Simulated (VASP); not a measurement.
Computed with PBEsol GGA, VASP's PBE PAW potentials (set 64) (plane waves; VASP).

VASP input:

### KPOINTS
```
Regular mesh
0
G
 7 5 1
```

INCAR:
```
GGA=PS
NSW=50
NELMIN=4
LASPH=.True.   # aspherical one-centre terms
LWAVE=.True.
LCHARG=.False.
ALGO=Normal   # blocked Davidson
EDIFFG=-0.03
SYSTEM=MgO(110) slab
IBRION=2   # conjugate gradients
NELM=100   # most electronic steps
IDIPOL=3
PREC=Normal
LDIPOL=.True.
ISMEAR=0   # Gaussian
ENCUT=450
SIGMA=0.05
LREAL=.False.   # projection in real space or not
DIPOL=0.5 0.5 0.5
EDIFF=1E-5   # SCF stop (eV)
ISIF=2
```

POSCAR:
```
MgO(110) slab
1.0
  2.9769200000   0.0000000000   0.0000000000
  0.0000000000   4.2100000000   0.0000000000
  0.0000000000   0.0000000000  26.9076780000
Mg O
8 8
direct
  0.0000000000   0.0000000000   0.3063890000
  0.5000000000   0.5000000000   0.3617070000
  0.0000000000   0.0000000000   0.4170240000
  0.5000000000   0.5000000000   0.4723410000
  0.0000000000   0.0000000000   0.5276590000
  0.5000000000   0.5000000000   0.5829760000
  0.0000000000   0.0000000000   0.6382930000
  0.5000000000   0.5000000000   0.6936110000
  0.5000000000   0.0000000000   0.3617070000
  0.0000000000   0.5000000000   0.3063890000
  0.5000000000   0.0000000000   0.4723410000
  0.0000000000   0.5000000000   0.4170240000
  0.5000000000   0.0000000000   0.5829760000
  0.0000000000   0.5000000000   0.5276590000
  0.5000000000   0.0000000000   0.6936110000
  0.0000000000   0.5000000000   0.6382930000
```

POTCAR, in this order: Mg O (PBE.64 set). Program: vasp_std.

The run wrote:

File OSZICAR:
```
...
DAV:  12    -0.961972533508E+02   -0.55489E-03   -0.22474E-03  1119   0.220E-01    0.707E-02
DAV:  13    -0.961983690604E+02   -0.11157E-02   -0.10943E-03  1078   0.153E-01    0.395E-02
DAV:  14    -0.961997761999E+02   -0.14071E-02   -0.73105E-04  1102   0.132E-01    0.327E-02
DAV:  15    -0.962003244056E+02   -0.54821E-03   -0.27544E-04  1034   0.766E-02    0.235E-02
DAV:  16    -0.962009226005E+02   -0.59819E-03   -0.21194E-04   972   0.798E-02    0.181E-02
DAV:  17    -0.962010532847E+02   -0.13068E-03   -0.55462E-05   976   0.496E-02    0.114E-02
DAV:  18    -0.962010963422E+02   -0.43057E-04   -0.54696E-05   989   0.423E-02    0.105E-02
DAV:  19    -0.962011523149E+02   -0.55973E-04   -0.32747E-05   908   0.358E-02    0.687E-03
DAV:  20    -0.962012098677E+02   -0.57553E-04   -0.71546E-06   724   0.182E-02    0.282E-03
DAV:  21    -0.962012941183E+02   -0.84251E-04   -0.11103E-05   727   0.162E-02    0.396E-03
DAV:  22    -0.962013282496E+02   -0.34131E-04   -0.24849E-06   687   0.103E-02    0.243E-03
DAV:  23    -0.962013379570E+02   -0.97074E-05   -0.19314E-06   657   0.763E-03
   1 F= -.96201338E+02 E0= -.96201338E+02  d E =-.962013E+02
       N       E                     dE             d eps       ncg     rms          rms(c)
DAV:   1    -0.963657912696E+02   -0.16446E+00   -0.11496E+01  1024   0.185E+01    0.607E-01
DAV:   2    -0.963923008346E+02   -0.26510E-01   -0.33193E-01  1124   0.285E+00    0.403E-01
DAV:   3    -0.963892733449E+02    0.30275E-02   -0.66984E-03  1128   0.556E-01    0.269E-01
DAV:   4    -0.963878527924E+02    0.14206E-02   -0.12231E-02  1080   0.634E-01    0.116E-01
DAV:   5    -0.963877417397E+02    0.11105E-03   -0.15468E-03  1224   0.238E-01    0.793E-02
DAV:   6    -0.963877770089E+02   -0.35269E-04   -0.21829E-03  1208   0.291E-01    0.555E-02
DAV:   7    -0.963877565496E+02    0.20459E-04   -0.30336E-04  1183   0.973E-02    0.333E-02
DAV:   8    -0.963877778679E+02   -0.21318E-04   -0.18374E-04  1085   0.682E-02    0.133E-02
DAV:   9    -0.963878221612E+02   -0.44293E-04   -0.40536E-05  1022   0.317E-02    0.166E-02
DAV:  10    -0.963878401914E+02   -0.18030E-04   -0.77392E-06   690   0.214E-02    0.106E-02
DAV:  11    -0.963878852760E+02   -0.45085E-04   -0.64960E-05   976   0.440E-02    0.114E-02
DAV:  12    -0.963879105151E+02   -0.25239E-04   -0.12311E-05   688   0.245E-02    0.603E-03
DAV:  13    -0.963879204928E+02   -0.99778E-05   -0.63495E-06   663   0.118E-02
   2 F= -.96387920E+02 E0= -.96387920E+02  d E =-.186583E+00
       N       E                     dE             d eps       ncg     rms          rms(c)
DAV:   1    -0.964189978424E+02   -0.31087E-01   -0.67783E+00  1008   0.142E+01    0.470E-01
DAV:   2    -0.964354904853E+02   -0.16493E-01   -0.20293E-01  1125   0.217E+00    0.320E-01
DAV:   3    -0.964335998393E+02    0.18906E-02   -0.36068E-03  1135   0.409E-01    0.211E-01
DAV:   4    -0.964326998345E+02    0.90000E-03   -0.69024E-03  1054   0.471E-01    0.857E-02
DAV:   5    -0.964326522363E+02    0.47598E-04   -0.91179E-04  1215   0.177E-01    0.543E-02
DAV:   6    -0.964327043960E+02   -0.52160E-04   -0.13182E-03  1167   0.223E-01    0.494E-02
DAV:   7    -0.964326718070E+02    0.32589E-04   -0.20865E-04  1150   0.824E-02    0.286E-02
DAV:   8    -0.964326851936E+02   -0.13387E-04   -0.18352E-04  1068   0.688E-02    0.141E-02
DAV:   9    -0.964327148382E+02   -0.29645E-04   -0.26441E-05   867   0.266E-02    0.148E-02
DAV:  10    -0.964327238632E+02   -0.90250E-05   -0.62180E-06   683   0.176E-02
   3 F= -.96432724E+02 E0= -.96432724E+02  d E =-.231386E+00
       N       E                     dE             d eps       ncg     rms          rms(c)
DAV:   1    -0.964402471473E+02   -0.75323E-02   -0.40965E+00  1050   0.113E+01    0.235E-01
DAV:   2    -0.964450587973E+02   -0.48116E-02   -0.68873E-02  1111   0.143E+00    0.143E-01
DAV:   3    -0.964442209888E+02    0.83781E-03   -0.14610E-03  1192   0.268E-01    0.102E-01
DAV:   4    -0.964436129635E+02    0.60803E-03   -0.97143E-04  1133   0.208E-01    0.457E-02
DAV:   5    -0.964434726928E+02    0.14027E-03   -0.65503E-04  1133   0.190E-01    0.170E-02
DAV:   6    -0.964434891368E+02   -0.16444E-04   -0.37721E-04  1086   0.123E-01    0.238E-02
DAV:   7    -0.964434781438E+02    0.10993E-04   -0.45335E-05  1136   0.367E-02    0.157E-02
DAV:   8    -0.964434732587E+02    0.48851E-05   -0.22698E-05   854   0.223E-02
   4 F= -.96443473E+02 E0= -.96443473E+02  d E =-.107494E-01
       N       E                     dE             d eps       ncg     rms          rms(c)
DAV:   1    -0.964434838453E+02   -0.57015E-05   -0.59051E-03  1130   0.430E-01    0.985E-03
DAV:   2    -0.964434910230E+02   -0.71777E-05   -0.10036E-04  1175   0.554E-02    0.514E-03
DAV:   3    -0.964434900392E+02    0.98383E-06   -0.26219E-06   709   0.119E-02    0.363E-03
DAV:   4    -0.964434896594E+02    0.37979E-06   -0.15065E-06   674   0.891E-03
   5 F= -.96443490E+02 E0= -.96443490E+02  d E =-.107658E-01
       N       E                     dE             d eps       ncg     rms          rms(c)
DAV:   1    -0.964454941798E+02   -0.20041E-02   -0.61044E-01  1057   0.442E+00    0.106E-01
DAV:   2    -0.964466396835E+02   -0.11455E-02   -0.13491E-02  1047   0.592E-01    0.728E-02
DAV:   3    -0.964465280191E+02    0.11166E-03   -0.19337E-04  1118   0.101E-01    0.487E-02
DAV:   4    -0.964464594317E+02    0.68587E-04   -0.41500E-04  1069   0.129E-01    0.210E-02
DAV:   5    -0.964464569583E+02    0.24734E-05   -0.74268E-05  1168   0.522E-02
   6 F= -.96446457E+02 E0= -.96446457E+02  d E =-.296730E-02
       N       E                     dE             d eps       ncg     rms          rms(c)
DAV:   1    -0.964465355994E+02   -0.76168E-04   -0.21134E-01  1049   0.260E+00    0.616E-02
DAV:   2    -0.964469502198E+02   -0.41462E-03   -0.48553E-03  1069   0.356E-01    0.492E-02
DAV:   3    -0.964469035964E+02    0.46623E-04   -0.79096E-05  1192   0.636E-02    0.323E-02
DAV:   4    -0.964468746540E+02    0.28942E-04   -0.14628E-04  1158   0.746E-02    0.122E-02
DAV:   5    -0.964468733144E+02    0.13396E-05   -0.23844E-05   965   0.329E-02
   7 F= -.96446873E+02 E0= -.96446873E+02  d E =-.338365E-02
       N       E                     dE             d eps       ncg     rms          rms(c)
DAV:   1    -0.964473125769E+02   -0.43792E-03   -0.63190E-02  1056   0.141E+00    0.362E-02
DAV:   2    -0.964473395553E+02   -0.26978E-04   -0.12674E-03  1046   0.208E-01    0.254E-02
DAV:   3    -0.964473054525E+02    0.34103E-04   -0.10696E-04  1095   0.731E-02    0.171E-02
DAV:   4    -0.964472793834E+02    0.26069E-04   -0.16944E-05   724   0.386E-02    0.998E-03
DAV:   5    -0.964472546643E+02    0.24719E-04   -0.48193E-05   998   0.702E-02    0.661E-03
DAV:   6    -0.964472559628E+02   -0.12985E-05   -0.44491E-05  1007   0.424E-02
   8 F= -.96447256E+02 E0= -.96447256E+02  d E =-.382648E-03
       N       E                     dE             d eps       ncg     rms          rms(c)
DAV:   1    -0.964472598703E+02   -0.52060E-05   -0.44745E-04  1100   0.119E-01    0.440E-03
DAV:   2    -0.964472613690E+02   -0.14987E-05   -0.10400E-05   672   0.207E-02    0.239E-03
DAV:   3    -0.964472625083E+02   -0.11393E-05   -0.17284E-06   669   0.818E-03    0.170E-03
DAV:   4    -0.964472640998E+02   -0.15915E-05   -0.48890E-07   653   0.436E-03
   9 F= -.96447264E+02 E0= -.96447264E+02  d E =-.390785E-03
       N       E                     dE             d eps       ncg     rms          rms(c)
DAV:   1    -0.964474152656E+02   -0.15276E-03   -0.11311E-01  1064   0.190E+00    0.452E-02
DAV:   2    -0.964476246623E+02   -0.20940E-03   -0.23069E-03  1110   0.245E-01    0.249E-02
DAV:   3    -0.964476089057E+02    0.15757E-04   -0.18794E-05   847   0.352E-02    0.166E-02
DAV:   4    -0.964476003880E+02    0.85177E-05   -0.69598E-05   981   0.651E-02
  10 F= -.96447600E+02 E0= -.96447600E+02  d E =-.336288E-03
```

**OUTCAR**
```
------------------------ aborting loop because EDIFF is reached ----------------------------------------
  FORCE on cell =-STRESS in cart. coord.  units (eV):
  Direction    XX          YY          ZZ          XY          YZ          ZX
  --------------------------------------------------------------------------------------
  Total        5.6047725    -11.5348537     -1.9467750      0.0000000      0.0000000      0.0000000
  in kB       26.6282784    -54.8020989     -9.2491296      0.0000000      0.0000000      0.0000000
  external PRESSURE =     -12.4743167 kB  Pullay stress =       0.0000000 kB
  volume of cell :      337.23
      direct lattice vectors                 reciprocal lattice vectors
     2.976920000  0.000000000  0.000000000     0.335917660  0.000000000  0.000000000
     0.000000000  4.210000000  0.000000000     0.000000000  0.237529691  0.000000000
     0.000000000  0.000000000 26.907678000     0.000000000  0.000000000  0.037164114
 POSITION                                       TOTAL-FORCE (eV/Angst)
 -----------------------------------------------------------------------------------
      0.00000      0.00000      8.35825         0.000000      0.000000      0.006388
      1.48846      2.10500      9.64564         0.000000      0.000000      0.002789
      0.00000      0.00000     11.23948         0.000000      0.000000      0.003988
      1.48846      2.10500     12.69087         0.000000      0.000000      0.008478
      0.00000      0.00000     14.21681         0.000000      0.000000     -0.008478
      1.48846      2.10500     15.66820         0.000000      0.000000     -0.003988
      0.00000      0.00000     17.26203         0.000000      0.000000     -0.002789
      1.48846      2.10500     18.54943         0.000000      0.000000     -0.006388
      1.48846      0.00000      9.70308         0.000000      0.000000      0.016509
      0.00000      2.10500      8.27054         0.000000      0.000000      0.020585
      1.48846      0.00000     12.70512         0.000000      0.000000     -0.004168
      0.00000      2.10500     11.21688         0.000000      0.000000      0.025475
      1.48846      0.00000     15.69080         0.000000      0.000000     -0.025475
      0.00000      2.10500     14.20256         0.000000      0.000000      0.004168
      1.48846      0.00000     18.63714         0.000000      0.000000     -0.020585
      0.00000      2.10500     17.20460         0.000000      0.000000     -0.016509
 -----------------------------------------------------------------------------------
    total drift:                                0.000000      0.000000     -0.000000
  FREE ENERGIE OF THE ION-ELECTRON SYSTEM (eV)
  ---------------------------------------------------
  free  energy   TOTEN  =       -96.4476003880 eV

  energy  without entropy=      -96.4476003880  energy(sigma->0) =      -96.44760039

 reached required accuracy - stopping structural energy minimisation
```
(Selected blocks of OUTCAR.)

**CONTCAR**
```
MgO(110) slab
   1.00000000000000
     2.9769199999999998    0.0000000000000000    0.0000000000000000
     0.0000000000000000    4.2100000000000000    0.0000000000000000
     0.0000000000000000    0.0000000000000000   26.9076780000000007
  Mg              O
     8     8
Direct
     0.0000000000000000    0.0000000000000000    0.3106269220963903
     0.5000000000000000    0.5000000000000000    0.3584717918022186
     0.0000000000000000    0.0000000000000000    0.4177051965911006
     0.5000000000000000    0.5000000000000000    0.4716449537101647
     0.0000000000000000    0.0000000000000000    0.5283550462898355
     0.5000000000000000    0.5000000000000000    0.5822948034088993
     0.0000000000000000    0.0000000000000000    0.6415282081977814
     0.5000000000000000    0.5000000000000000    0.6893730779036099
     0.5000000000000000    0.0000000000000000    0.3606063569665091
     0.0000000000000000    0.5000000000000000    0.3073672315236372
     0.5000000000000000    0.0000000000000000    0.4721744493213106
     0.0000000000000000    0.5000000000000000    0.4168653855094572
     0.5000000000000000    0.0000000000000000    0.5831346144905428
     0.0000000000000000    0.5000000000000000    0.5278255506786896
     0.5000000000000000    0.0000000000000000    0.6926327684763629
     0.0000000000000000    0.5000000000000000    0.6393936430334911
```

At this cut-off the stress carries a Pulay error, which pulls relaxed volumes low.

The cell is a thin slab with vacuum, built from MgO (rock salt): (110) face.
